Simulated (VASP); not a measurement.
The input files of a VASP run:

INCAR:
```
ALGO = Normal
EDIFF = 1E-6
EDIFFG = -0.01
ENCUT = 400
IBRION = 2
ISIF = 3
ISMEAR = 1
LASPH = T
LCHARG = F
LMAXMIX = 4
LMIXTAU = T
LREAL = F
LWAVE = F
METAGGA = R2SCAN
NELM = 100
NSW = 60
PREC = Accurate
SIGMA = 0.1
SYSTEM = RuTe
```

KPOINTS:
```
Automatic mesh
0
gamma
 10 10 10
0 0 0
```

**POSCAR**
```
RuTe
1.0
  3.2986111352   0.0000000000   0.0000000000
  0.0000000000   3.2986111352   0.0000000000
  0.0000000000   0.0000000000   3.2986111352
Ru Te
1 1
Cartesian
  0.0000000000   0.0000000000   0.0000000000
  1.6493055676   1.6493055676   1.6493055676
```

POTCAR, in this order: Ru_pv Te (PBE.64 set). Program: vasp_std.

Question: Translate this r2SCAN calculation to Ansatz.

Answer: One equivalent input (not run):
Ansatz 0.2 input:
```yaml
crystal:
  lattice:
    - [3.2986111, 0.0000000, 0.0000000]
    - [0.0000000, 3.2986111, 0.0000000]
    - [0.0000000, 0.0000000, 3.2986111]
  atoms:
    - { symbol: Ru, position: [0.0000000, 0.0000000, 0.0000000] }
    - { symbol: Te, position: [0.5000000, 0.5000000, 0.5000000] }
kpoints:
  mp_grid: { grid: [10, 10, 10] }
hamiltonian:
  xc: r2scan
  pseudopotentials: { kind: paw }
scf:
  occupations: { method: methfessel_paxton, width: 0.1 }
  max_iter: 100
relax:
  max_steps: 60
  f_tol: 0.01
  cell: {}
output: { forces: true, stress: true, eigenvalues: true }
```
What does not carry over: each code has its own PAW files, so the cut-off isn't converted (ENCUT is set for VASP's; basis.ecutwfc is left out, and Ansatz then takes the one that its files recommend); Ansatz stops its SCF on the density residual and VASP on the energy change (EDIFF).

The structure was generated: RuTe was put into the CsCl type type (Pm-3m), which need not be its known phase. This run relaxes it. Symmetry was kept, so distortions that lower it aren't found. The start is the result of an earlier pass.
